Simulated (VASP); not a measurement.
Data:

```xyz
64
Lattice="11.4648 0.0000 0.0000 0.0000 11.4648 0.0000 0.0000 0.0000 11.4648" Properties=species:S:1:pos:R:3 pbc="T T T"
Al     5.7326     0.0010     0.0017
Al     8.5999     2.8641     0.0088
Al     8.5996     0.0061     2.8665
Al    11.4648     0.0002     0.0000
Al     2.8668     2.8660    11.4609
Al     5.7323     5.7321     0.0019
Al     8.5994     8.5997    11.4587
Al     2.8666    11.4617     2.8668
Al     5.7279     2.8531     2.8533
Al     8.6187     5.7441     2.8487
Al     5.7324     0.0008     5.7324
Al     8.6180     2.8488     5.7422
Al     8.5996    11.4590     8.5996
Al    11.4641     5.7327     0.0021
Al     2.8645     8.6010     0.0085
Al    11.4598     2.8663     2.8664
Al     2.8499     5.7262     2.8499
Al     5.7425     8.6192     2.8477
Al    11.4636    11.4645     5.7330
Al     2.8493     2.8502     5.7278
Al     8.6136     8.6134     5.7270
Al     2.8651     0.0068     8.6000
Al     5.7414     2.8470     8.6204
Al     8.6191     5.7204     8.6207
Al     0.0064     8.6003     2.8665
Al     0.0006     5.7323     5.7323
Al     2.8473     8.6194     5.7417
Al     0.0076     2.8645     8.6001
Al     2.8422     5.7463     8.6238
Al     5.7222     8.6181     8.6196
Al    11.4575     8.6008     8.5994
As     7.1664     1.4330     1.4349
As    10.0324     4.2982     1.4339
As    10.0329     1.4327     4.2984
As     1.4343     1.4347     1.4344
As     4.2996     4.2990     1.4339
As     7.1664     7.1668     1.4320
As    10.0306    10.0307     1.4344
As     4.2997     1.4345     4.3001
As     7.2452     4.2274     4.2278
As    10.0337     7.1675     4.2998
As     7.1659     1.4320     7.1664
As    10.0353     4.2984     7.1672
As    10.0308     1.4341    10.0310
As     1.4318     7.1667     1.4333
As     4.2982    10.0342     1.4333
As     1.4332     4.2992     4.2993
As     4.2216     7.2470     4.2222
As     7.1669    10.0329     4.3000
As     1.4320     1.4314     7.1670
As     4.2161     4.2211     7.2554
As     5.7278     5.7323     5.7404
As     7.2422     7.2398     7.2500
As    10.0310    10.0322     7.1669
As     4.2977     1.4315    10.0344
As     7.1669     4.2975    10.0364
As    10.0335     7.1671    10.0337
As     1.4321    10.0346     4.2983
As     1.4306     7.1678     7.1663
As     4.2988    10.0342     7.1669
As     1.4308     4.2977    10.0357
As     4.2978     7.1679    10.0366
As     7.1670    10.0339    10.0336
As     1.4340    10.0309    10.0308
```

The numbers are results of HSE06 screened hybrid, VASP's PBE PAW potentials (set 64) (plane waves; VASP), not measurements. Run with PREC = Normal, LREAL = Auto, ISYM = 0, EDIFF = 1E-5, 400 eV cut-off, 1×1×1 Γ-centred mesh, Gaussian smearing of 0.050 eV, potentials Al As.

The supercell is sampled at Γ alone, which is coarse: total energies, pressure and levels can be off, energies of defects by several tenths of an eV.

Problem. Estimate the energy per atom (σ→0).

Solution. 
| Quantity | Result |
|---|---|
| energy per atom (σ→0) | -5.437 eV/atom |

Total energies compare only between runs with the same potentials, cut-off and functional.

The cell is a supercell with a defect, built from AlAs (zinc blende): As_Al. The cell's shape comes from a PBE relaxation. The run is not spin-polarised, so no state with unpaired spins was tried.
